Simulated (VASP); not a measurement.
Level of theory: PBE GGA, VASP's PBE PAW potentials (set 64) (plane waves; VASP).

VASP ran on this input.

File KPOINTS:
```
Automatic mesh
0
Gamma
10 10 9
0 0 0
```

### INCAR
```
SYSTEM = WC
PREC = Accurate; ENCUT = 400; LREAL = .False.
LASPH = .True.
EDIFF = 1E-6; NELM = 100; ALGO = Normal
LMAXMIX = 6
ISMEAR = -1; SIGMA = 0.15
GGA = PE
ISIF = 2
LWAVE = .False.; LCHARG = .False.
```

**POSCAR**
```
WC
1
    2.9165900000     0.0000000000     0.0000000000
   -1.4582950000     2.5258410000     0.0000000000
    0.0000000000     0.0000000000     2.8394400000
W C
1 1
Direct
 -0.0056690000  -0.0046750000   0.0046430000
  0.6723360000   0.3380080000   0.4953570000
```

POTCAR, in this order: W_sv C (PBE.64 set). Program: vasp_std.

What VASP printed:

### OUTCAR
```
 ion  position               nearest neighbor table
   1  0.994  0.995  0.005-   2 2.17   2 2.18   2 2.20   2 2.21   2 2.22   2 2.24
   2  0.672  0.338  0.495-   1 2.17   1 2.18   1 2.20   1 2.21   1 2.22   1 2.24
  LATTYP: Found a hexagonal cell.
 ALAT       =     2.9165900000
 C/A-ratio  =     0.9735478761
 Subroutine PRICEL returns:
 Original cell was already a primitive cell.
 Subroutine GETGRP returns: Found  1 space group operations
The static configuration has the point symmetry C_1 .
The dynamic configuration has the point symmetry C_1 .
 Subroutine INISYM returns: Found  1 space group operations
 Subroutine IBZKPT returns following result:
 Found    452 irreducible k-points:

 Following reciprocal coordinates:
            Coordinates               Weight
  0.000000  0.000000  0.000000      1.000000
  0.100000  0.000000  0.000000      2.000000
  0.000000  0.100000  0.000000      2.000000
 -0.100000  0.100000  0.000000      2.000000
  0.200000  0.000000  0.000000      2.000000
  0.000000  0.200000  0.000000      2.000000
 -0.200000  0.200000  0.000000      2.000000
  0.300000  0.000000  0.000000      2.000000
  0.000000  0.300000  0.000000      2.000000
 -0.300000  0.300000  0.000000      2.000000
  0.400000  0.000000  0.000000      2.000000
  0.000000  0.400000  0.000000      2.000000
 -0.400000  0.400000  0.000000      2.000000
  0.500000  0.000000  0.000000      1.000000
  0.000000  0.500000  0.000000      1.000000
  0.500000  0.500000  0.000000      1.000000
  0.100000  0.100000  0.000000      2.000000
 -0.100000  0.200000  0.000000      2.000000
 -0.200000  0.100000  0.000000      2.000000
  0.200000  0.100000  0.000000      2.000000
 -0.100000  0.300000  0.000000      2.000000
 -0.300000  0.200000  0.000000      2.000000
 -0.200000  0.300000  0.000000      2.000000
...
```

File OSZICAR:
```
       N       E                     dE             d eps       ncg     rms          rms(c)
DAV:   1     0.933845462611E+02    0.93385E+02   -0.84376E+03 11816   0.129E+03
DAV:   2    -0.222629896174E+02   -0.11565E+03   -0.11261E+03 13732   0.338E+02
DAV:   3    -0.254790341814E+02   -0.32160E+01   -0.31956E+01 14181   0.544E+01
DAV:   4    -0.255073032873E+02   -0.28269E-01   -0.28251E-01 13072   0.536E+00
DAV:   5    -0.255075379983E+02   -0.23471E-03   -0.23469E-03 13827   0.497E-01    0.320E+01
DAV:   6    -0.225485329241E+02    0.29590E+01   -0.94860E+00 13267   0.316E+01    0.850E+00
DAV:   7    -0.224809934168E+02    0.67540E-01   -0.40391E-01 12122   0.570E+00    0.608E+00
DAV:   8    -0.224548970241E+02    0.26096E-01   -0.68512E-02 13182   0.251E+00    0.838E-01
DAV:   9    -0.224539682352E+02    0.92879E-03   -0.33240E-03 12737   0.467E-01    0.142E-01
DAV:  10    -0.224539160817E+02    0.52154E-04   -0.25393E-04 13947   0.214E-01    0.688E-02
DAV:  11    -0.224539149021E+02    0.11796E-05   -0.16210E-05 12787   0.391E-02    0.970E-03
DAV:  12    -0.224539138303E+02    0.10717E-05   -0.42364E-06 12317   0.205E-02    0.289E-03
DAV:  13    -0.224539138534E+02   -0.23134E-07   -0.85422E-08  5971   0.309E-03
   1 F= -.22453914E+02 E0= -.22443557E+02  d E =-.207143E-01
```

**OUTCAR**
```
------------------------ aborting loop because EDIFF is reached ----------------------------------------
  FORCE on cell =-STRESS in cart. coord.  units (eV):
  Direction    XX          YY          ZZ          XY          YZ          ZX
  --------------------------------------------------------------------------------------
  Total        0.2164706      0.4550030      0.4459725     -0.0965351     -0.0321423     -0.0244299
  in kB       16.5804157     34.8506367     34.1589557     -7.3940381     -2.4619158     -1.8711885
  external PRESSURE =      28.5300027 kB  Pullay stress =       0.0000000 kB
  volume of cell :       20.92
      direct lattice vectors                 reciprocal lattice vectors
     2.916590000  0.000000000  0.000000000     0.342866155  0.197953870  0.000000000
    -1.458295000  2.525841000  0.000000000     0.000000000  0.395907739  0.000000000
     0.000000000  0.000000000  2.839440000     0.000000000  0.000000000  0.352182120
 POSITION                                       TOTAL-FORCE (eV/Angst)
 -----------------------------------------------------------------------------------
      1.44858      2.51403      0.01318         0.295792      0.372816     -0.367455
      1.46801      0.85375      1.40654        -0.295792     -0.372816      0.367455
 -----------------------------------------------------------------------------------
    total drift:                               -0.000066     -0.000091      0.000030
  FREE ENERGIE OF THE ION-ELECTRON SYSTEM (eV)
  ---------------------------------------------------
  free  energy   TOTEN  =       -22.4539138534 eV

  energy  without entropy=      -22.4331995340  energy(sigma->0) =      -22.44355669
```
(Selected blocks of OUTCAR.)

At this cut-off the stress carries a Pulay error, which pulls relaxed volumes low.

The structure comes from a computed database's WC entry; how it stands against other phases isn't given here. The cell was not relaxed at this level, atoms are displaced from their ideal sites. The run is one of a series of settings (SIGMA = 0.15 against the base run), some of them coarse on purpose.
